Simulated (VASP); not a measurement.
```
CELL_PARAMETERS angstrom
      4.40843     0.00000     0.00000
      0.00000     4.40843     0.00000
      0.00000     0.00000     4.40843
ATOMIC_POSITIONS crystal
  Cs 0.00000 0.00000 0.00000
  I  0.50000 0.50000 0.50000
```

These are LDA (Ceperley-Alder, Perdew-Zunger), VASP's LDA PAW potentials (set 64) (plane waves; VASP) values and carry that method's errors. Run with 400 eV cut-off, 6×6×6 Γ-centred mesh, Gaussian smearing of 0.050 eV, potentials Cs_sv I.

Unless said otherwise, spin-orbit coupling is left out, though it shifts the bands of the heavy elements here.

What does the run give for the energy per atom (σ→0), band gap (on the k-mesh) with the smallest direct gap where there is one?

```json
{
 "band gap (on the k-mesh)": "3.78 eV",
 "smallest direct gap (on the k-mesh)": "3.84 eV",
 "energy per atom (σ→0)": "-3.094 eV/atom"
}
```

Only differences to runs with the same potentials and settings are physical.

The compound is CsI in the CsCl type structure. It was relaxed first, which changed the volume by -10 %. The start is the result of an earlier pass.
